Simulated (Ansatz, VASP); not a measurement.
One calculation of BePt, two programs

```
Be Pt
1.0
     1.39383    0.80473    3.64977
    -1.39383    0.80473    3.64977
     0.00000   -1.60946    3.64977
Be Pt
1 1
Direct
  0.00000 0.00000 0.00000
  0.50000 0.50000 0.50000
```

Alike in both runs: functional PBE; k mesh 6 × 6 × 6; occupations gaussian, width 0.1 eV; no spin polarisation.

Ansatz relaxed the structure, and its values are those at the end. VASP's run is a single point on that final structure, the one shown.

|  | VASP | Ansatz |
| --- | --- | --- |
| version | VASP 6.6.1 | Ansatz 0.2.0 |
| potentials or method | VASP PAW PBE potentials, release 64 (Be, Pt) | scalar-relativistic, plane waves, PAW |
| plane-wave cutoff (eV) | 520 | 420 |
| valence electrons in the cell | 12 | 20 |

```csv
,VASP,Ansatz,Ansatz less VASP
gap on the k mesh at the Fermi level (eV),none,none,-
pressure (GPa),-0.1,0.1,+0.21
```

A gap of «none» marks a metal or a gap that the smearing closes. The two sets of potentials don't hold the same shells in valence.

Caveats: the k mesh is coarse (spacing up to 0.44 Å⁻¹), so the values aren't converged. The runs have no spin-orbit coupling, so splittings on Pt are missing.
